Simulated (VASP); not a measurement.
Given:

```
ZnS
1.0
    1.80042    -3.11842     0.00000
    1.80042     3.11842     0.00000
    0.00000     0.00000     5.95543
Zn S
2 2
Cartesian
  1.80042  -1.03948   2.98818
  1.80042   1.03948   0.01047
  1.80042  -1.03948   5.20054
  1.80042   1.03948   2.22282
```

Computed with PBE GGA, VASP's PBE PAW potentials (set 64) (plane waves; VASP). Numerical set-up: 500 eV cut-off, 7×7×4 Γ-centred mesh, Gaussian smearing of 0.050 eV, potentials Zn S.

**Question.** Estimate the energy per atom (σ→0), pressure.

**Answer.** 
* **energy per atom (σ→0)**: -3.238 eV/atom
* **pressure**: 19.99 GPa

The absolute energy has meaning only against runs of the same code, potentials and settings.

The compound is ZnS in the wurtzite structure, the high-temperature form. It was relaxed first under an external pressure of 20 GPa.
